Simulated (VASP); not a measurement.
```
CELL_PARAMETERS angstrom
      0.00000     2.80023     2.80023
      2.80023     0.00000     2.80023
      2.80023     2.80023     0.00000
ATOMIC_POSITIONS crystal
  Cd 0.00000 0.00000 0.00000
  F  0.25000 0.25000 0.25000
  F  0.75000 0.75000 0.75000
```

Calculation: PBE GGA, VASP's PBE PAW potentials (set 64) (plane waves; VASP). Settings: 520 eV cut-off, 7×7×7 Γ-centred mesh, Gaussian smearing of 0.050 eV, potentials Cd F.

Problem. Give the stress tensor in GPa (positive for a compressed cell).

Solution. 
```
-4.84   0.00   0.00
 0.00  -4.84   0.00
 0.00   0.00  -4.84
```
The pressure is its mean diagonal, -4.84 GPa.

The compound is CdF2 in the fluorite structure. This cell is one point of a volume scan, at 1.06 of the reference volume.
